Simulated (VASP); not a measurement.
All values below come from PBE GGA, VASP's PBE PAW potentials (set 64) (plane waves; VASP).

VASP ran on this input.

### POSCAR
```
MnS
1
    5.2779420000     2.6389710000     2.6389710000
    2.6389710000     5.2779420000     2.6389710000
    2.6389710000     2.6389710000     5.2779420000
Mn S
2 2
Direct
  0.0000000000   0.0000000000   0.0000000000
  0.5000000000   0.5000000000   0.5000000000
  0.2500000000   0.2500000000   0.2500000000
  0.7500000000   0.7500000000   0.7500000000
```

File KPOINTS:
```
Automatic mesh
0
Gamma
2 2 2
0 0 0
```

INCAR:
```
ALGO  =  Normal
EDIFF  =  1E-6
ENCUT  =  300
GGA  =  PE
ISIF  =  2
ISMEAR  =  -1
ISPIN  =  2
LASPH  =  T
LCHARG  =  F
LMAXMIX  =  4
LORBIT  =  11
LREAL  =  F
LWAVE  =  F
MAGMOM  =  5.0 -5.0 0.0 0.0
NELM  =  100
PREC  =  Accurate
SIGMA  =  0.01
SYSTEM  =  MnS
```

POTCAR, in this order: Mn_pv S (PBE.64 set). Program: vasp_std.

The resulting files:

File OSZICAR:
```
       N       E                     dE             d eps       ncg     rms          rms(c)
DAV:   1     0.264031087437E+03    0.26403E+03   -0.16499E+04   448   0.121E+03
DAV:   2    -0.464370696293E+01   -0.26867E+03   -0.26477E+03   382   0.372E+02
DAV:   3    -0.290873331460E+02   -0.24444E+02   -0.23690E+02   523   0.105E+02
DAV:   4    -0.297469985963E+02   -0.65967E+00   -0.65922E+00   410   0.165E+01
DAV:   5    -0.297633498361E+02   -0.16351E-01   -0.16347E-01   482   0.275E+00    0.148E+01
DAV:   6    -0.270966978765E+02    0.26667E+01   -0.21354E+01   507   0.396E+01    0.122E+01
DAV:   7    -0.273942688487E+02   -0.29757E+00   -0.19253E+00   405   0.111E+01    0.759E+00
DAV:   8    -0.274119126671E+02   -0.17644E-01   -0.34744E-01   461   0.592E+00    0.344E+00
DAV:   9    -0.274117164487E+02    0.19622E-03   -0.64020E-02   464   0.228E+00    0.822E-01
DAV:  10    -0.274189537798E+02   -0.72373E-02   -0.42453E-03   482   0.661E-01    0.245E-01
DAV:  11    -0.274194562364E+02   -0.50246E-03   -0.62946E-04   410   0.224E-01    0.170E-01
DAV:  12    -0.274196637031E+02   -0.20747E-03   -0.32467E-04   438   0.121E-01    0.720E-02
DAV:  13    -0.274197146647E+02   -0.50962E-04   -0.62287E-05   452   0.683E-02    0.157E-02
DAV:  14    -0.274197159111E+02   -0.12464E-05   -0.19232E-05   454   0.202E-02    0.722E-03
DAV:  15    -0.274197165750E+02   -0.66391E-06   -0.15823E-06   256   0.138E-02
   1 F= -.27419717E+02 E0= -.27419717E+02  d E =-.410650E-12  mag=     0.0000
```

OUTCAR:
```
------------------------ aborting loop because EDIFF is reached ----------------------------------------
  FORCE on cell =-STRESS in cart. coord.  units (eV):
  Direction    XX          YY          ZZ          XY          YZ          ZX
  --------------------------------------------------------------------------------------
  Total       -2.1342931     -2.1342931     -2.1342931     -1.2287908     -1.2287908     -1.2287908
  in kB      -46.5158330    -46.5158330    -46.5158330    -26.7808695    -26.7808695    -26.7808695
  external PRESSURE =     -46.5158330 kB  Pullay stress =       0.0000000 kB
  volume of cell :       73.51
      direct lattice vectors                 reciprocal lattice vectors
     5.277942000  2.638971000  2.638971000     0.284201683 -0.094733894 -0.094733894
     2.638971000  5.277942000  2.638971000    -0.094733894  0.284201683 -0.094733894
     2.638971000  2.638971000  5.277942000    -0.094733894 -0.094733894  0.284201683
 POSITION                                       TOTAL-FORCE (eV/Angst)
 -----------------------------------------------------------------------------------
      0.00000      0.00000      0.00000        -0.000000     -0.000000      0.000000
      5.27794      5.27794      5.27794        -0.000000      0.000000     -0.000000
      2.63897      2.63897      2.63897         0.000000      0.000000      0.000000
      7.91691      7.91691      7.91691         0.000000     -0.000000     -0.000000
 -----------------------------------------------------------------------------------
    total drift:                                0.000000     -0.000000     -0.000000
  FREE ENERGIE OF THE ION-ELECTRON SYSTEM (eV)
  ---------------------------------------------------
  free  energy   TOTEN  =       -27.4197165750 eV

  energy  without entropy=      -27.4197165750  energy(sigma->0) =      -27.41971657

 total charge

# of ion       s       p       d       tot
------------------------------------------
    1        0.177   6.145   4.962  11.284
    2        0.177   6.145   4.962  11.284
    3        1.305   2.446   0.000   3.751
    4        1.305   2.446   0.000   3.751
--------------------------------------------------
tot          2.963  17.181   9.925  30.068

 magnetization (x)

# of ion       s       p       d       tot
------------------------------------------
    1        0.037   0.012   4.134   4.183
    2       -0.037  -0.012  -4.134  -4.183
    3        0.000   0.000   0.000   0.000
    4        0.000   0.000   0.000   0.000
--------------------------------------------------
tot         -0.000   0.000   0.000   0.000
```
(Selected blocks of OUTCAR.)

At this cut-off the stress carries a Pulay error, which pulls relaxed volumes low.

The structure is a typed MnS crystal. The cell was not relaxed at this level. The k-mesh is coarse (spacing up to 0.99 per Å, 2π included), so the numbers may not be converged in it. The run is one of a series of settings (KPOINTS 2×2×2 Γ-centred mesh against the base run), some of them coarse on purpose.
